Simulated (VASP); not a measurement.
Input for VASP

KPOINTS:
```
Automatic mesh
0
Gamma
8 8 8
0 0 0
```

INCAR:
```
SYSTEM = MgTe
ISMEAR = 0   # Gaussian
LREAL = .FALSE.   # projection in real space or not
SIGMA = 0.05
PSTRESS = 450   # kbar
LASPH = .TRUE.   # aspherical one-centre terms
NSW = 40
LMAXMIX = 4
NELM = 100   # most electronic steps
ENCUT = 500   # plane-wave cut-off (eV)
LCHARG = .FALSE.
IBRION = 2   # conjugate gradients
ALGO = Normal   # blocked Davidson
LWAVE = .FALSE.
EDIFF = 1E-6   # SCF stop (eV)
EDIFFG = -0.02
PREC = Accurate
ISIF = 3
```

**POSCAR**
```
MgTe
1
    0.0000000000     2.8223252681     2.8223252681
    2.8223252681     0.0000000000     2.8223252681
    2.8223252681     2.8223252681     0.0000000000
Mg Te
1 1
Direct
  0.0000000000   0.0000000000   0.0000000000
  0.2500000000   0.2500000000   0.2500000000
```

POTCAR, in this order: Mg Te (LDA.64 set). Program: vasp_std.

### Question
Write an equivalent input for Ansatz.

### Answer
One equivalent input (not run):
Ansatz 0.2 input:
```yaml
crystal:
  lattice:
    - [0.0000000, 2.8223253, 2.8223253]
    - [2.8223253, 0.0000000, 2.8223253]
    - [2.8223253, 2.8223253, 0.0000000]
  atoms:
    - { symbol: Mg, position: [0.0000000, 0.0000000, 0.0000000] }
    - { symbol: Te, position: [0.2500000, 0.2500000, 0.2500000] }
kpoints:
  mp_grid: { grid: [8, 8, 8] }
hamiltonian:
  xc: lda
  pseudopotentials: { kind: paw }
scf:
  occupations: { method: gaussian, width: 0.05 }
  max_iter: 100
relax:
  max_steps: 40
  f_tol: 0.02
  cell: { p_target: 45 }
output: { forces: true, stress: true, eigenvalues: true }
```
What does not carry over: each code has its own PAW files, so the cut-off isn't converted (ENCUT is set for VASP's; basis.ecutwfc is left out, and Ansatz then takes the one that its files recommend); Ansatz stops its SCF on the density residual and VASP on the energy change (EDIFF); Ansatz's lda is the Perdew-Wang form, while the LDA potentials of VASP carry Perdew-Zunger's.

The compound is MgTe in the zinc blende structure, whereas wurtzite is the usual form. This run relaxes it under an external pressure of 45 GPa. Symmetry was kept, so distortions that lower it aren't found.
